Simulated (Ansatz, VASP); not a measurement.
# NiGe in two plane-wave programs

Aim: how closely do two programs agree when they are given the same cell, functional and k mesh? The structure shown is the end of the Ansatz relaxation below.

Main program and level: Ansatz 0.2.0; plane waves, with VASP 6.6.1 beside it; single point at PBEsol.

### 1. Starting point

The structure is orthorhombic, space group Pnma (No. 62). Conventional cell: a = 5.197 Å, b = 3.380 Å, c = 5.879 Å, α = 90.00°, β = 90.00°, γ = 90.00°. Nearest to Ge lie 6 Ni at 2.31 to 2.50 Å. Ni has 6 Ge at 2.31 to 2.50 Å nearest. Farther neighbours are not listed.

### 2. Ansatz: relaxation, PBEsol

Ansatz runs on its PAW soft_1 files.

This run makes the geometry at which the two programs are then compared.

input.yaml

```yaml
crystal:
  lattice:
    - [5.19661268, 0.0, 0.0]
    - [0.0, 3.37985242, 0.0]
    - [0.0, 0.0, 5.802411296]
  atoms:
    - { symbol: Ge, position: [0.3113836, 0.75, 0.088944] }
    - { symbol: Ge, position: [0.1886164, 0.25, 0.588944] }
    - { symbol: Ge, position: [0.8113836, 0.75, 0.411056] }
    - { symbol: Ge, position: [0.6886164, 0.25, 0.911056] }
    - { symbol: Ni, position: [0.0071332, 0.25, 0.18917] }
    - { symbol: Ni, position: [0.4928668, 0.75, 0.68917] }
    - { symbol: Ni, position: [0.5071332, 0.25, 0.31083] }
    - { symbol: Ni, position: [0.9928668, 0.75, 0.81083] }
kpoints:
  mp_grid: { grid: [8, 13, 8] }
scf:
  occupations: { method: fermi_dirac, width: 0.05 }
hamiltonian:
  xc: pbesol
  pseudopotentials: { kind: paw, azcp: { folder: soft_1 }, xc_functional: pbe }
basis:
  ecutwfc: 600
output:
  forces: true
  stress: true
relax:
  f_tol: 0.005
  max_steps: 70
  cell: { stress_tol: 0.02, p_target: 0, fix: [a, b, alpha, beta, gamma] }
```

Launch:

```bash
$ ansatz run input.yaml --threads 4 --pin off --max-ram 10240MiB --backend cpu --events-out ev --progress --plain --runs-dir out
```

Numbers of over 12 decimals in the logs are rounded to 6 here.

What it wrote:

```text
Engine: ansatz 0.2.0, aarch64-unknown-linux-gnu
Pseudopotentials: kind: paw
Pseudopotential: Ge, paw, valence charge 14, recommended cutoff 420 eV (normal), soft_1/Ge.paw.azcp
Pseudopotential: Ni, paw, valence charge 18, recommended cutoff 420 eV (normal), soft_1/Ni.paw.azcp
Functional definition: PBEsol
  exchange = pbesol_x
  correlation = pbesol_c
Crystal: 8 atoms, lattice volume = 101.912 Å³
Basis set: ecut = 600 eV, 3415 PW (Γ), exchange–correlation on 90×60×96 points (8 copies of the dense FFT grid, shifted against one another)
Bands: 77, of which v1, the nominal top of the filled ones, is band 64 counted from 1 (63 counted from 0)
Symmetry: 8 space group operations
Space group: Pnma (ITA 62), of the structure as read, at distance tolerance 4.7e-5 Å
k-points: 175 of 832
Non-local potential: Ge, projectors of the file, l = 0: 2, l = 1: 2, l = 2: 3, l = 3: 1
Non-local potential: Ni, projectors of the file, l = 0: 3, l = 1: 2, l = 2: 3, l = 3: 1
PAW form: soft (Blöchl's): semilocal exchange-correlation on the pseudo side does not see the compensation charge
PAW frozen core: Ge, regenerated for the run's functional, and the local potential with it (the file was generated under x = pbe(κ = 0.804, μ = 0.219515), c = pbe(β = 0.066725))
PAW frozen core: Ni, regenerated for the run's functional, and the local potential with it (the file was generated under x = pbe(κ = 0.804, μ = 0.219515), c = pbe(β = 0.066725))
PAW one-centre angular grid: Ge, 590 points (default); XC on 64 Gauss nodes
PAW one-centre angular grid: Ni, 590 points (default); XC on 64 Gauss nodes
Initial density: superposition of atomic densities (chi_scale 0.1, normalization cell, long waves kept (reshape's long-wave potential 0.00 eV rms))
Initial wavefunctions: pseudopotential atomic-orbital guess
Functional: x = pbesol(κ = 0.804, μ = 0.123457), c = pbesol(β = 0.046)
SCF iter   1: F=—  HF=-40240.510252 eV  |F-HF|=—  |Δ(HF+E_count)|=         —  Δρ=1.49e-1  dr2=2.18e1  ethr=3.10e-3  ⟨swp⟩=4.4  Hψ=51362  notcnv=0  defer=200
preconditioner: auto → Kerker (q_TF=auto, 2.834 Å⁻¹)  [metal: Δε(μ)=0.017 eV  Ē_g=16.698 eV  σ=0.050 eV  W_gap=0.09  n_scr=38 (ndim 8)  ℏωp=36.0 eV  f_vac=0.000  D(μ)=1.99/eV (n_scr^D=10)]
SCF iter   2: F=—  HF=-40237.957326 eV  |F-HF|=—  |Δ(HF+E_count)|=    2.55e0  Δρ=4.76e-2  dr2=3.92e0  ethr=3.10e-3  ⟨swp⟩=3.0  Hψ=21668  notcnv=0  defer=822
SCF iter   3: F=—  HF=-40237.061522 eV  |F-HF|=—  |Δ(HF+E_count)|=   8.96e-1  Δρ=2.41e-2  dr2=1.09e0  ethr=3.06e-3  ⟨swp⟩=2.1  Hψ=16766  notcnv=0  defer=795
SCF iter   4: F=—  HF=-40236.860764 eV  |F-HF|=—  |Δ(HF+E_count)|=   2.01e-1  Δρ=1.07e-2  dr2=6.78e-2  ethr=8.49e-4  ⟨swp⟩=2.3  Hψ=18998  notcnv=0  defer=790
SCF iter   5: F=—  HF=-40236.860376 eV  |F-HF|=—  |Δ(HF+E_count)|=   3.88e-4  Δρ=3.63e-3  dr2=1.88e-2  ethr=5.29e-5  ⟨swp⟩=2.0  Hψ=25922  notcnv=0  defer=788
SCF iter   6: F=—  HF=-40236.851766 eV  |F-HF|=—  |Δ(HF+E_count)|=   8.61e-3  Δρ=2.41e-3  dr2=4.60e-3  ethr=1.47e-5  ⟨swp⟩=2.0  Hψ=22561  notcnv=0  defer=788
SCF iter   7: F=—  HF=-40236.852000 eV  |F-HF|=—  |Δ(HF+E_count)|=   2.33e-4  Δρ=5.84e-4  dr2=3.12e-4  ethr=3.59e-6  ⟨swp⟩=2.0  Hψ=18797  notcnv=0  defer=788
SCF iter   8: F=—  HF=-40236.851939 eV  |F-HF|=—  |Δ(HF+E_count)|=   6.08e-5  Δρ=1.16e-4  dr2=1.76e-5  ethr=2.44e-7  ⟨swp⟩=2.0  Hψ=17661  notcnv=0  defer=788
SCF iter   9: F=—  HF=-40236.851988 eV  |F-HF|=—  |Δ(HF+E_count)|=   4.91e-5  Δρ=3.04e-5  dr2=8.16e-7  ethr=1.37e-8  ⟨swp⟩=2.0  Hψ=22204  notcnv=0  defer=788
SCF iter  10: F=-40236.851988 eV  HF=-40236.851988 eV  |F-HF|=2.14e-8  |Δ(HF+E_count)|=   1.75e-7  Δρ=6.10e-6  dr2=2.78e-8  ethr=7.81e-11  ⟨swp⟩=4.2  Hψ=48099  notcnv=0
SCF 1 converged in 10 iterations: F = -40236.851988 eV  dr2 = 2.78e-8
  greatest PAW one-centre occupation: 1.001 electrons in one spin orbital (limit 2), on the Ni atom at site 7 (counted from 0), in its partial waves of l = 1
relax step   1: F+E_penalty+E_count = -40236.85198804 eV  Δ(F+E_penalty+E_count) = +0.000e0 eV  max|allowed force component| = 1.485e-1 eV/Å  Δτ_max = 0.0000 Å  P = +5.303 GPa  Ω = 101.912 Å³  fix = [a, b, alpha, beta, gamma]  reactions: a +6.931, b +7.048 GPa  (10 SCF iters, dr2 threshold 1.00e-7 eV, accepted)
[...]
relax step   2: F+E_penalty+E_count = -40236.86377779 eV  Δ(F+E_penalty+E_count) = -1.179e-2 eV  max|allowed force component| = 9.645e-2 eV/Å  Δτ_max = 0.0106 Å  P = +4.150 GPa  Ω = 102.622 Å³  energy of the carried Pulay correction = -1.045e-4 eV  fix = [a, b, alpha, beta, gamma]  reactions: a +6.041, b +5.739 GPa  (6 SCF iters, dr2 threshold 8.00e-7 eV, accepted)
[...]
relax step   3: F+E_penalty+E_count = -40236.86882428 eV  Δ(F+E_penalty+E_count) = -5.046e-3 eV  max|allowed force component| = 1.222e-2 eV/Å  Δτ_max = 0.0156 Å  P = +3.263 GPa  Ω = 103.244 Å³  energy of the carried Pulay correction = -1.955e-4 eV  fix = [a, b, alpha, beta, gamma]  reactions: a +5.344, b +4.479 GPa  (6 SCF iters, dr2 threshold 8.00e-7 eV, accepted)
[...]
relax step   4: F+E_penalty+E_count = -40236.86892339 eV  Δ(F+E_penalty+E_count) = -9.910e-5 eV  max|allowed force component| = 3.797e-3 eV/Å  Δτ_max = 0.0020 Å  P = +3.243 GPa  Ω = 103.265 Å³  energy of the carried Pulay correction = -1.985e-4 eV  fix = [a, b, alpha, beta, gamma]  reactions: a +5.311, b +4.429 GPa  (6 SCF iters, dr2 threshold 9.33e-9 eV, accepted)
[...]
relax step   5: F+E_penalty+E_count = -40236.86911708 eV  Δ(F+E_penalty+E_count) = -1.937e-4 eV  max|allowed force component| = 3.780e-3 eV/Å  Δτ_max = 0.0000 Å  P = +3.242 GPa  Ω = 103.265 Å³  fix = [a, b, alpha, beta, gamma]  reactions: a +5.310, b +4.429 GPa  stress off target by 1.27e-2 GPa on what of the cell is left free  SCF on the basis re-selected at this cell (its energy is not comparable with the rows above)  (6 SCF iters)
basis re-selected at this cell: Δ(F+E_penalty+E_count) = -1.937e-4 eV, ΔP = -0.001 GPa vs the last step (what re-selecting the basis moved, of the pressure what is left beyond the Pulay correction that the steps carried, after the strain that the cell walked since its last selection, with what the two solves' SCF thresholds leave and, on support functions, any second-order correction that the steps lacked; it is no m [...]
SCF converged after 6 iterations
Free energy (F): -40236.869117 eV
Harris-Foulkes:  -40236.869117 eV  (|F-HF|=0.00e0)
Internal energy: -40236.848520 eV  (E = F + TS)
E sigma→0 (E₀):  -40236.858818 eV
Entropy (-TS):   -0.020597 eV (-2.575 meV/atom)
Fermi energy:    16.040601 eV
--- Per-component energies (eV) ---
  E_band       = -1515.857860
  E_kinetic    = 1750.834278
  E_local      = -19408.194688  (includes V_loc(G=0)·N_el)
  E_nonlocal   = 419.694676
  E_hartree    = 10071.954706
  E_xc         = -741.176636
  E_vxc        = -852.975166  (∫ρ·V_xc dr)
  E_paw        = -14385.885389  (= ΣΔE_a)
  E_vpaw       = -3569.127553  (= ΣTr[D̂ρ^β])
  E_aug_tail   = 0.001032  (compensation charges beyond the density's cutoff)
  E_ewald      = -17948.537406
  E_core_change = 4.460908  (= ΣΔE_core)
  E_smearing   = -0.020597  (= −TS)
  E_closure    = -0.000000  (closes the sum)
  Σ components = -40236.869117   (vs F -40236.869117, Δ=0.00e0)
--- Forces (eV/Å), atoms counted from 1 ---
  atom   1  Ge    -0.00169819    -0.00000000    -0.00008278
  atom   2  Ge     0.00169819     0.00000000    -0.00008278
  atom   3  Ge    -0.00169819     0.00000000     0.00008278
  atom   4  Ge     0.00169819     0.00000000     0.00008278
  atom   5  Ni     0.00378011     0.00000000     0.00189148
  atom   6  Ni    -0.00378011     0.00000000     0.00189148
  atom   7  Ni     0.00378011    -0.00000000    -0.00189148
  atom   8  Ni    -0.00378011    -0.00000000    -0.00189148
  max |Σ_I F_I| component: 1.73e-18 eV/Å
--- Stress (GPa, compression-positive) ---
        5.309893       0.000000      -0.000000
        0.000000       4.428788      -0.000000
       -0.000000      -0.000000      -0.012739
  P = ⅓ Tr σ = 3.2420 GPa (32.420 kbar)
--- Relaxed structure (4 steps of the walk, 4 accepted, 1 SCFs on fresh bases) ---
  F+E_penalty+E_count = -40236.86911708 eV   max|allowed force component| = 3.780e-3 eV/Å   (the final SCF, on the basis selected at the relaxed cell)
  cell:  # Å, volume = 103.2649 Å³
    - [5.19661268, 0, 0]
    - [0, 3.37985242, 0]
    - [0, 0, 5.879423]
  atoms:
    - { symbol: Ge, position: [0.310547, 0.750000, 0.084225] }
    - { symbol: Ge, position: [0.189453, 0.250000, 0.584225] }
    - { symbol: Ge, position: [0.810547, 0.750000, 0.415775] }
    - { symbol: Ge, position: [0.689453, 0.250000, 0.915775] }
    - { symbol: Ni, position: [0.00602138, 0.250000, 0.192020] }
    - { symbol: Ni, position: [0.493979, 0.750000, 0.692020] }
    - { symbol: Ni, position: [0.506021, 0.250000, 0.307980] }
    - { symbol: Ni, position: [0.993979, 0.750000, 0.807980] }
```

Reading the cycles: dr2 is the Hartree energy of the density residual (eV), the measure of convergence; HF is the Harris–Foulkes estimate of the energy, which meets the free energy F at convergence.

### 3. VASP: single point, PBEsol, pair 1

The same cell, functional, mesh and smearing now go to VASP, with its own data sets.

Lines of VASP's logs that name or quote its potential files are left out, and so is its time.

INCAR

```
SYSTEM = NiGe
PREC = Accurate
ENCUT = 600
EDIFF = 1E-06
NELM = 120
ISMEAR = -1
SIGMA = 0.05
LREAL = .FALSE.
ALGO = Normal
GGA = PS
NBANDS = 59
LASPH = .TRUE.
LORBIT = 11
LWAVE = .FALSE.
LCHARG = .FALSE.
ISIF = 2
GGA_COMPAT = .FALSE.
KPAR = 2
```

POSCAR

```
NiGe
1.0
    5.1966126800      0.0000000000      0.0000000000
    0.0000000000      3.3798524200      0.0000000000
    0.0000000000      0.0000000000      5.8794234272
Ge Ni
4 4
Direct
    0.3105470398      0.7500000000      0.0842248889
    0.1894529602      0.2500000000      0.5842248889
    0.8105470398      0.7500000000      0.4157751111
    0.6894529602      0.2500000000      0.9157751111
    0.0060213754      0.2500000000      0.1920203484
    0.4939786246      0.7500000000      0.6920203484
    0.5060213754      0.2500000000      0.3079796516
    0.9939786246      0.7500000000      0.8079796516
```

KPOINTS

```
Automatic mesh
0
Gamma
8 13 8
0 0 0
```

Potentials, in the order of the species: Ge_d and Ni (PBE family, release 64).

Launch:

```bash
$ mpirun -np 2 vasp_std
```

What it wrote:

```text
[banner, memory and clock lines left out]
running    2 mpi-ranks, on    1 nodes
 distrk:  each k-point on    1 cores,    2 groups
 distr:  one band on    1 cores,    1 groups

 POSCAR found type information on POSCAR GeNi
 POSCAR found :  2 types and       8 ions
|                                                                             |
|               ----> ADVICE to this user running VASP <----                  |
|                                                                             |
|     You enforced a specific xc type in the INCAR file but a different       |
|     [... a line on the potential file left out ...]
|     I HOPE YOU KNOW WHAT YOU ARE DOING!                                     |
|                                                                             |

 LDA part: xc-table for (Slater+PW92), standard interpolation
 POSCAR, INCAR and KPOINTS ok, starting setup
 FFT: planning ... GRIDC
 FFT: planning ... GRID_SOFT
 FFT: planning ... GRID
 WAVECAR not read
 entering main loop
       N       E                     dE             d eps       ncg     rms          rms(c)
DAV:   1     0.108513933667E+04    0.10851E+04   -0.43670E+04 24342   0.474E+03
DAV:   2     0.185665351960E+03   -0.89947E+03   -0.85534E+03 20650   0.107E+03
DAV:   3    -0.342019437845E+02   -0.21987E+03   -0.20956E+03 20659   0.294E+02
DAV:   4    -0.525650955831E+02   -0.18363E+02   -0.18011E+02 23008   0.961E+01
DAV:   5    -0.530586913792E+02   -0.49360E+00   -0.49214E+00 22655   0.178E+01    0.247E+01
DAV:   6    -0.600205661337E+02   -0.69619E+01   -0.87833E+01 24154   0.991E+01    0.325E+01
DAV:   7    -0.472475661313E+02    0.12773E+02   -0.31733E+01 22394   0.675E+01    0.340E+00
DAV:   8    -0.473193484789E+02   -0.71782E-01   -0.37026E+00 24561   0.131E+01    0.343E+00
DAV:   9    -0.472293460301E+02    0.90002E-01   -0.69580E-01 24253   0.800E+00    0.679E-01
DAV:  10    -0.472274411453E+02    0.19049E-02   -0.55329E-02 22178   0.253E+00    0.337E-01
DAV:  11    -0.472270739968E+02    0.36715E-03   -0.54101E-03 28878   0.554E-01    0.129E-01
DAV:  12    -0.472271129418E+02   -0.38945E-04   -0.37594E-04 27079   0.155E-01    0.445E-02
DAV:  13    -0.472270984191E+02    0.14523E-04   -0.49346E-05 25816   0.836E-02    0.649E-03
DAV:  14    -0.472270983847E+02    0.34441E-07   -0.11985E-05 19682   0.214E-02    0.387E-03
DAV:  15    -0.472270982752E+02    0.10952E-06   -0.46710E-07 11495   0.592E-03
   1 F= -.47227098E+02 E0= -.47216837E+02  d E =-.205230E-01
```

OUTCAR, selected parts (step 3):

```text
ion  position               nearest neighbor table
   1  0.311  0.750  0.084-   8 2.31   7 2.37   7 2.37   5 2.40   5 2.40   6 2.50   4 2.78   4 2.78

  LATTYP: Found a simple orthorhombic cell.
 ALAT       =     3.3798524200
 B/A-ratio  =     1.5375265054
 C/A-ratio  =     1.7395503402

 Subroutine GETGRP returns: Found  8 space group operations
 (whereof  2 operations were pure point group operations)

The static configuration has the point symmetry S_2 .
 The point group associated with its full space group is D_2h.

 Found    175 irreducible k-points:

   k-points           NKPTS =    175   k-points in BZ     NKDIM =    175   number of bands    NBANDS=     59

   dimension x,y,z NGX =    42 NGY =   28 NGZ =   48
   dimension x,y,z NGXF=    84 NGYF=   56 NGZF=   96

   ENCUT  =  600.0 eV  44.10 Ry    6.64 a.u.  10.38  6.75 11.74*2*pi/ulx,y,z

   NELECT =      96.0000    total number of electrons

 k-points in reciprocal lattice and weights: Automatic mesh
   0.00000000  0.00000000  0.00000000       0.001
   0.12500000  0.00000000  0.00000000       0.002
   0.25000000  0.00000000  0.00000000       0.002
   0.37500000  0.00000000  0.00000000       0.002
   0.50000000  0.00000000  0.00000000       0.001
   0.00000000  0.07692308  0.00000000       0.002
   0.12500000  0.07692308  0.00000000       0.005
   0.25000000  0.07692308  0.00000000       0.005
   0.37500000  0.07692308  0.00000000       0.005
[...]
0.37500000  0.46153846  0.50000000       0.005
   0.50000000  0.46153846  0.50000000       0.002

 average (electrostatic) potential at core
       1 -69.7042       2 -69.7042       3 -69.7042       4 -69.7042       5 -82.2870
       6 -82.2870       7 -82.2870       8 -82.2870

 E-fermi :   9.3256

 k-point     1 :       0.0000    0.0000    0.0000
  band No.  band energies     occupation
    ...
     44       7.3777      2.00000
     45       7.4943      2.00000
     46       8.1285      2.00000
     47       8.4525      2.00000
     48       8.5159      2.00000
     49      10.0201      0.00000
     50      10.1552      0.00000
     51      13.4082      0.00000
     52      13.4458      0.00000
     53      13.8341      0.00000
    ...

 k-point     2 :       0.1250    0.0000    0.0000
  band No.  band energies     occupation
    ...
     44       7.3855      2.00000
     45       7.5077      2.00000
     46       8.0333      2.00000
     47       8.5249      2.00000
     48       8.7757      1.99997
     49      10.2410      0.00000
     50      10.5850      0.00000
     51      13.3201      0.00000
     52      13.4789      0.00000
     53      13.8483      0.00000
    ...

 k-point     3 :       0.2500    0.0000    0.0000
  band No.  band energies     occupation
    ...
     44       7.4420      2.00000
     45       7.5146      2.00000
     46       7.8672      2.00000
     47       8.7853      1.99996
     48       9.3686      0.59425
     49      10.8226      0.00000
     50      11.6166      0.00000
     51      12.7980      0.00000
     52      13.1611      0.00000
     53      13.6616      0.00000
    ...

  Total        3.5424790      2.8815898      0.1144439      0.0000000      0.0000000      0.0000000
  in kB       54.9623177     44.7084806      1.7756213      0.0000000      0.0000000      0.0000000
  external PRESSURE =      33.8154732 kB  Pullay stress =       0.0000000 kB

  energy-cutoff  :      600.00
  volume of cell :      103.26
      direct lattice vectors                 reciprocal lattice vectors
     5.196612680  0.000000000  0.000000000     0.192433045  0.000000000  0.000000000
     0.000000000  3.379852420  0.000000000     0.000000000  0.295870907  0.000000000
     0.000000000  0.000000000  5.879423427     0.000000000  0.000000000  0.170084705

 POSITION                                       TOTAL-FORCE (eV/Angst)
 -----------------------------------------------------------------------------------
      1.61379      2.53489      0.49519        -0.003477     -0.000000      0.001046
      0.98451      0.84496      3.43491         0.003477     -0.000000      0.001046
      4.21210      2.53489      2.44452        -0.003477     -0.000000     -0.001046
      3.58282      0.84496      5.38423         0.003477      0.000000     -0.001046
      0.03129      0.84496      1.12897         0.009061      0.000000      0.002597
      2.56702      2.53489      4.06868        -0.009061     -0.000000      0.002597
      2.62960      0.84496      1.81074         0.009061     -0.000000     -0.002597
      5.16532      2.53489      4.75045        -0.009061     -0.000000     -0.002597
 -----------------------------------------------------------------------------------
    total drift:                                0.000000      0.000000     -0.000000

  FREE ENERGIE OF THE ION-ELECTRON SYSTEM (eV)
  ---------------------------------------------------
  free  energy   TOTEN  =       -47.2270982752 eV

  energy  without entropy=      -47.2065752827  energy(sigma->0) =      -47.21683678

 total charge
# of ion       s       p       d       tot
------------------------------------------
    1        1.138   1.230  10.100  12.468
    2        1.138   1.230  10.100  12.468
    3        1.138   1.230  10.100  12.468
    4        1.138   1.230  10.100  12.468
    5        0.474   0.573   8.471   9.518
    6        0.474   0.573   8.471   9.518
    7        0.474   0.573   8.471   9.518
    8        0.474   0.573   8.471   9.518
--------------------------------------------------
tot          6.446   7.215  74.283  87.944

[... 3 further parts left out ...]
```

The run ends at a pressure of 3.38 GPa, with forces up to 0.0094 eV/Å.

### 4. Side by side

Known differences besides the potentials themselves: the data sets hold 128 valence electrons in Ansatz (on its PAW soft_1 files) and 96 in VASP; Ansatz makes its cores anew for this functional, VASP keeps those of its PBE data sets; Ansatz's pressure holds a Pulay correction, VASP's none. Total energies have different zeros and are not compared.

Compared:

| quantity | Ansatz | VASP | difference |
| --- | --- | --- | --- |
| pressure (GPa) | 3.24 | 3.38 | -0.14 |

At this near-relaxed geometry the largest component of a force difference is 5 meV/Å.

[end of part 1 of 2]

[Lines on the potential files, build, host, timing and source positions are cut from VASP's logs without a mark.]

[Logs are printed without paths, hosts, clocks, repeated set-up lines and the standing remarks that a program may print on its own settings, such as how far it seeks lower states.]

[Hosts, paths, dates, database ids (printed as entryN), source tags and the programs' standing remarks are cut or masked in the printed files.]
